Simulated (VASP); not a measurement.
Input:

```
CELL_PARAMETERS angstrom
      2.93800     0.00000     0.00000
      0.00000     2.93800     0.00000
      0.00000     0.00000     2.93800
ATOMIC_POSITIONS crystal
  Ti 0.00000 0.00000 0.00000
  O  0.50000 0.50000 0.50000
```

Method: r2SCAN meta-GGA, VASP's PBE PAW potentials (set 64) (plane waves; VASP 6.6.1). Numerical set-up: 520 eV cut-off, 11×11×11 Γ-centred mesh, first-order Methfessel-Paxton smearing of 0.10 eV, potentials Ti_sv O.

Energy and stress use the plane-wave basis of the starting cell.

Task: The ions, cell shape and volume are relaxed. Give the cell that the relaxation ends in.

Result: 
```
CELL_PARAMETERS angstrom
      2.62967     0.00000     0.00000
      0.00000     2.62967     0.00000
      0.00000     0.00000     2.62967
ATOMIC_POSITIONS crystal
  Ti 0.00000 0.00000 0.00000
  O  0.50000 0.50000 0.50000
```
Space group Pm-3m (221), at a tolerance of 0.03 Å.

Task: How do energy and volume change from the first to the last step?

Result: The energy (σ→0) changes by -599.9 meV/atom and the volume by -28.3 %, in 5 ionic steps.

```json
[
 {"step": "1", "E(σ→0) (eV)": "-22.2511", "max force (eV/Å)": "0.000", "pressure (GPa)": "-39.76", "volume (Å³)": "25.36"},
 {"step": "2", "E(σ→0) (eV)": "-23.0395", "max force (eV/Å)": "0.000", "pressure (GPa)": "56.34", "volume (Å³)": "15.47"},
 {"step": "3", "E(σ→0) (eV)": "-23.4505", "max force (eV/Å)": "0.000", "pressure (GPa)": "-1.36", "volume (Å³)": "18.28"},
 {"step": "4", "E(σ→0) (eV)": "-23.4509", "max force (eV/Å)": "0.000", "pressure (GPa)": "0.23", "volume (Å³)": "18.15"},
 {"step": "5", "E(σ→0) (eV)": "-23.4509", "max force (eV/Å)": "0.000", "pressure (GPa)": "-0.06", "volume (Å³)": "18.18"}
]
```

The structure was generated: TiO was put into the CsCl type type (Pm-3m), which need not be its known phase. This run relaxes it. Symmetry was kept, so distortions that lower it aren't found.
